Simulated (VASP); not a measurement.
Given:

```
CELL_PARAMETERS angstrom
     -1.44860     1.44860     2.20463
      1.44860    -1.44860     2.20463
      1.44860     1.44860    -2.20463
ATOMIC_POSITIONS crystal
  In 0.00000 0.00000 0.00000
```

Method: LDA (Ceperley-Alder, Perdew-Zunger), VASP's LDA PAW potentials (set 64) (plane waves; VASP 6.6.1). Numerical set-up: 500 eV cut-off, 18×18×18 Γ-centred mesh, first-order Methfessel-Paxton smearing of 0.10 eV, potentials In_d.

Energy and stress use the plane-wave basis of the starting cell.

Task: The ions, cell shape and volume at an external pressure of 45.0 GPa are relaxed. Predict the relaxed structure.

Result: 
```
CELL_PARAMETERS angstrom
     -1.41597     1.41597     2.14525
      1.41597    -1.41597     2.14525
      1.41597     1.41597    -2.14525
ATOMIC_POSITIONS crystal
  In 0.00000 0.00000 0.00000
```
Space group I4/mmm (139), at a tolerance of 0.03 Å.

Task: How do energy and volume change from the first to the last step?

Result: The energy (σ→0) changes by +299.2 meV/atom and the volume by -7.0 %, in 9 ionic steps.

The compound is In in the bct structure. This run relaxes it under an external pressure of 45 GPa. Symmetry was kept, so distortions that lower it aren't found.
